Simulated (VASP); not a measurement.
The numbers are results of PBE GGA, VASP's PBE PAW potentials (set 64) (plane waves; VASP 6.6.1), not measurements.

Input for VASP

### INCAR
```
EDIFF  =  1E-7
PREC  =  Accurate
SYSTEM  =  Sn
LASPH  =  .True.   # aspherical one-centre terms
LMAXMIX  =  4   # l cut-off of mixed one-centre charges
ALGO  =  Normal   # blocked Davidson
LCHARG  =  .False.
ENCUT  =  480
ISIF  =  3
EDIFFG  =  -0.01   # ionic stop
SIGMA  =  0.1   # width (eV)
GGA  =  PE
LWAVE  =  .False.
ISMEAR  =  1
PSTRESS  =  150
NSW  =  40   # most ionic steps
IBRION  =  2   # conjugate gradients
NELM  =  100   # most electronic steps
LREAL  =  .False.   # projection in real space or not
```

### KPOINTS
```
Automatic mesh
0
Gamma
12 12 12
0 0 0
```

File POSCAR:
```
Sn
1.0
 -2.9631240771   2.9631240771   1.6138802969
  2.9631240771  -2.9631240771   1.6138802969
  2.9631240771   2.9631240771  -1.6138802969
Sn
2
Cart
  2.9631240771   0.0000000000   0.8069401484
  0.0000000000   5.9262481542   0.0000000000
```

POTCAR, in this order: Sn_d (PBE.64 set). Program: vasp_std.

The resulting files:

OSZICAR:
```
...
DAV:   5    -0.548162380843E+01    0.55181E-02   -0.74788E-02  6798   0.330E+00    0.892E-01
DAV:   6    -0.548255058782E+01   -0.92678E-03   -0.46105E-02  7874   0.376E+00    0.124E-01
DAV:   7    -0.548264219437E+01   -0.91607E-04   -0.10371E-03  6638   0.350E-01    0.535E-02
DAV:   8    -0.548263859245E+01    0.36019E-05   -0.97065E-05  8450   0.163E-01    0.127E-02
DAV:   9    -0.548263893653E+01   -0.34407E-06   -0.10500E-05  6598   0.354E-02    0.173E-03
DAV:  10    -0.548263935455E+01   -0.41803E-06   -0.58631E-07  7554   0.124E-02    0.751E-04
DAV:  11    -0.548263929389E+01    0.60660E-07   -0.23097E-08  3276   0.202E-03
   2 F= -.19606379E+01 E0= -.19606712E+01  d E =0.345055E+00
       N       E                     dE             d eps       ncg     rms          rms(c)
DAV:   1    -0.208858981757E+02   -0.15403E+02   -0.39362E+02  6350   0.487E+02    0.195E+01
DAV:   2    -0.104203671109E+02    0.10466E+02   -0.18489E+01  7342   0.742E+01    0.937E+00
DAV:   3    -0.738958001749E+01    0.30308E+01   -0.10785E+01  7644   0.523E+01    0.112E+00
DAV:   4    -0.728631167243E+01    0.10327E+00   -0.66411E-01  7808   0.122E+01    0.565E-01
DAV:   5    -0.726480564142E+01    0.21506E-01   -0.30355E-02  8704   0.243E+00    0.203E-01
DAV:   6    -0.725953846110E+01    0.52672E-02   -0.48617E-03  6412   0.758E-01    0.315E-02
DAV:   7    -0.725943340723E+01    0.10505E-03   -0.29392E-04  7624   0.216E-01    0.937E-03
DAV:   8    -0.725941820920E+01    0.15198E-04   -0.44108E-05  7082   0.945E-02    0.740E-03
DAV:   9    -0.725941671859E+01    0.14906E-05   -0.43289E-06  7484   0.365E-02    0.133E-03
DAV:  10    -0.725941682106E+01   -0.10248E-06   -0.80968E-08  4064   0.297E-03    0.411E-04
DAV:  11    -0.725941695000E+01   -0.12893E-06   -0.18232E-08  3112   0.152E-03    0.822E-05
DAV:  12    -0.725941694465E+01    0.53487E-08   -0.60899E-09  3082   0.977E-04
   3 F= -.28523663E+01 E0= -.28521754E+01  d E =-.546674E+00
       N       E                     dE             d eps       ncg     rms          rms(c)
DAV:   1    -0.724466158810E+01    0.14755E-01   -0.25526E-01  6364   0.922E+00    0.586E-01
DAV:   2    -0.723520566494E+01    0.94559E-02   -0.15918E-02  7554   0.237E+00    0.263E-01
DAV:   3    -0.723302247995E+01    0.21832E-02   -0.64544E-03  7668   0.144E+00    0.322E-02
DAV:   4    -0.723294391433E+01    0.78566E-04   -0.23533E-04  6596   0.206E-01    0.976E-03
DAV:   5    -0.723294010719E+01    0.38071E-05   -0.10870E-05  7984   0.325E-02    0.452E-03
DAV:   6    -0.723294105576E+01   -0.94857E-06   -0.99611E-07  6152   0.127E-02    0.120E-03
DAV:   7    -0.723294143629E+01   -0.38053E-06   -0.95326E-08  3558   0.475E-03    0.239E-04
DAV:   8    -0.723294136895E+01    0.67337E-07   -0.13223E-08  3046   0.173E-03
   4 F= -.28534194E+01 E0= -.28532130E+01  d E =-.547727E+00
       N       E                     dE             d eps       ncg     rms          rms(c)
DAV:   1    -0.722029302038E+01    0.12648E-01   -0.10248E-01  6366   0.587E+00    0.371E-01
DAV:   2    -0.721650098136E+01    0.37920E-02   -0.63531E-03  7554   0.150E+00    0.167E-01
DAV:   3    -0.721562586920E+01    0.87511E-03   -0.25955E-03  7672   0.918E-01    0.203E-02
DAV:   4    -0.721559872995E+01    0.27139E-04   -0.95500E-05  6656   0.132E-01    0.621E-03
DAV:   5    -0.721559827075E+01    0.45920E-06   -0.43330E-06  8072   0.210E-02    0.286E-03
DAV:   6    -0.721559902062E+01   -0.74987E-06   -0.39810E-07  5230   0.815E-03    0.749E-04
DAV:   7    -0.721559925195E+01   -0.23132E-06   -0.36124E-08  3088   0.284E-03    0.157E-04
DAV:   8    -0.721559920487E+01    0.47074E-07   -0.69861E-09  3034   0.110E-03
   5 F= -.28534216E+01 E0= -.28532052E+01  d E =-.547729E+00
       N       E                     dE             d eps       ncg     rms          rms(c)
DAV:   1    -0.722943524432E+01   -0.13836E-01   -0.40494E-01  6928   0.578E+00    0.603E-01
DAV:   2    -0.721968174874E+01    0.97535E-02   -0.20314E-02  6978   0.233E+00    0.373E-01
DAV:   3    -0.721438483566E+01    0.52969E-02   -0.12374E-02  7720   0.175E+00    0.480E-02
DAV:   4    -0.721451367076E+01   -0.12884E-03   -0.19465E-03  6158   0.570E-01    0.286E-02
DAV:   5    -0.721451276513E+01    0.90563E-06   -0.68920E-05  8576   0.155E-01    0.724E-03
DAV:   6    -0.721451214517E+01    0.61995E-06   -0.39823E-06  6810   0.291E-02    0.412E-03
DAV:   7    -0.721451154614E+01    0.59903E-06   -0.64127E-07  7296   0.130E-02    0.602E-04
DAV:   8    -0.721451160687E+01   -0.60727E-07   -0.89593E-08  3110   0.458E-03
   6 F= -.28550588E+01 E0= -.28548265E+01  d E =-.163727E-02
       N       E                     dE             d eps       ncg     rms          rms(c)
DAV:   1    -0.721683716121E+01   -0.23256E-02   -0.10076E-01  6970   0.289E+00    0.300E-01
DAV:   2    -0.721442139150E+01    0.24158E-02   -0.50532E-03  7108   0.120E+00    0.186E-01
DAV:   3    -0.721310675276E+01    0.13146E-02   -0.30429E-03  7882   0.881E-01    0.238E-02
DAV:   4    -0.721314089475E+01   -0.34142E-04   -0.49628E-04  6106   0.287E-01    0.141E-02
DAV:   5    -0.721314119060E+01   -0.29585E-06   -0.17211E-05  8402   0.747E-02    0.330E-03
DAV:   6    -0.721314096336E+01    0.22724E-06   -0.96386E-07  6440   0.136E-02    0.195E-03
DAV:   7    -0.721314070943E+01    0.25393E-06   -0.11247E-07  3184   0.625E-03    0.264E-04
DAV:   8    -0.721314072228E+01   -0.12846E-07   -0.45426E-08  3030   0.283E-03
   7 F= -.28551397E+01 E0= -.28550555E+01  d E =-.171808E-02
       N       E                     dE             d eps       ncg     rms          rms(c)
DAV:   1    -0.721418181202E+01   -0.10411E-02   -0.13063E-02  7006   0.104E+00    0.108E-01
DAV:   2    -0.721386853775E+01    0.31327E-03   -0.66136E-04  7232   0.444E-01    0.668E-02
DAV:   3    -0.721369738271E+01    0.17116E-03   -0.38900E-04  8020   0.317E-01    0.857E-03
DAV:   4    -0.721370135190E+01   -0.39692E-05   -0.64491E-05  6120   0.103E-01    0.505E-03
DAV:   5    -0.721370100710E+01    0.34480E-06   -0.21825E-06  8488   0.261E-02    0.116E-03
DAV:   6    -0.721370109055E+01   -0.83453E-07   -0.93291E-08  3250   0.453E-03
   8 F= -.28551706E+01 E0= -.28550220E+01  d E =-.174902E-02
       N       E                     dE             d eps       ncg     rms          rms(c)
DAV:   1    -0.724906012491E+01   -0.35359E-01   -0.22200E-01  6352   0.873E+00    0.541E-01
DAV:   2    -0.724103205618E+01    0.80281E-02   -0.13528E-02  7570   0.218E+00    0.244E-01
DAV:   3    -0.723912024449E+01    0.19118E-02   -0.56843E-03  7654   0.135E+00    0.298E-02
DAV:   4    -0.723902021494E+01    0.10003E-03   -0.22093E-04  6810   0.201E-01    0.938E-03
DAV:   5    -0.723900840151E+01    0.11813E-04   -0.98907E-06  8454   0.348E-02    0.430E-03
DAV:   6    -0.723900635389E+01    0.20476E-05   -0.10635E-06  6214   0.135E-02    0.972E-04
DAV:   7    -0.723900609169E+01    0.26220E-06   -0.72731E-08  3296   0.435E-03    0.215E-04
DAV:   8    -0.723900617645E+01   -0.84760E-07   -0.12184E-08  3038   0.174E-03
   9 F= -.28550880E+01 E0= -.28549623E+01  d E =0.826468E-04
       N       E                     dE             d eps       ncg     rms          rms(c)
DAV:   1    -0.722785591276E+01    0.11150E-01   -0.73636E-02  6352   0.497E+00    0.314E-01
DAV:   2    -0.722513794476E+01    0.27180E-02   -0.45868E-03  7572   0.127E+00    0.141E-01
DAV:   3    -0.722450906096E+01    0.62888E-03   -0.18687E-03  7656   0.777E-01    0.175E-02
DAV:   4    -0.722449114840E+01    0.17913E-04   -0.71363E-05  6616   0.113E-01    0.529E-03
DAV:   5    -0.722449126355E+01   -0.11515E-06   -0.32915E-06  8344   0.185E-02    0.248E-03
DAV:   6    -0.722449190756E+01   -0.64401E-06   -0.29584E-07  4902   0.739E-03    0.631E-04
DAV:   7    -0.722449209053E+01   -0.18296E-06   -0.27069E-08  3068   0.223E-03    0.148E-04
DAV:   8    -0.722449205409E+01    0.36440E-07   -0.49148E-09  3020   0.931E-04
  10 F= -.28552714E+01 E0= -.28551319E+01  d E =-.100827E-03
```

File OUTCAR:
```
------------------------ aborting loop because EDIFF is reached ----------------------------------------
  FORCE on cell =-STRESS in cart. coord.  units (eV):
  Direction    XX          YY          ZZ          XY          YZ          ZX
  --------------------------------------------------------------------------------------
  Total        4.3718349      4.3718349      4.3649198      0.0000000      0.0000000      0.0000000
  in kB      150.0897516    150.0897516    149.8523466      0.0000000      0.0000000      0.0000000
  external PRESSURE =       0.0106166 kB  Pullay stress =     150.0000000 kB
  volume of cell :       46.67
      direct lattice vectors                 reciprocal lattice vectors
    -2.789049975  2.789049975  1.499859973     0.000000000  0.179272514  0.333364453
     2.789049975 -2.789049975  1.499859973     0.179272514  0.000000000  0.333364453
     2.789049975  2.789049975 -1.499859973     0.179272514  0.179272514  0.000000000
 POSITION                                       TOTAL-FORCE (eV/Angst)
 -----------------------------------------------------------------------------------
      2.78905      0.00000      0.74993         0.000000      0.000000     -0.000000
     -0.00000      0.00000      0.00000        -0.000000     -0.000000      0.000000
 -----------------------------------------------------------------------------------
    total drift:                                0.000000     -0.000000     -0.000000
  FREE ENERGIE OF THE ION-ELECTRON SYSTEM (eV)
  ---------------------------------------------------
  free  energy   TOTEN  =        -7.2244920541 eV

  energy  without entropy=       -7.2240736307  energy(sigma->0) =       -7.22435258
  enthalpy is  TOTEN    =        -2.8552714244 eV   P V=        4.3692206296

 reached required accuracy - stopping structural energy minimisation
```
(Selected blocks of OUTCAR.)

File CONTCAR:
```
Sn
   1.00000000000000
    -2.7890499749178188    2.7890499749178188    1.4998599733087767
     2.7890499749178188   -2.7890499749178188    1.4998599733087767
     2.7890499749178188    2.7890499749178188   -1.4998599733087767
  Sn
     2
Direct
     0.2500000000000000    0.7500000000000000    0.5000000000000000
     0.0000000000000000    0.0000000000000000    0.0000000000000000
```

Energy and stress use the plane-wave basis of the starting cell.

The compound is Sn in the beta structure. This run relaxes it under an external pressure of 15 GPa. Symmetry was kept, so distortions that lower it aren't found.
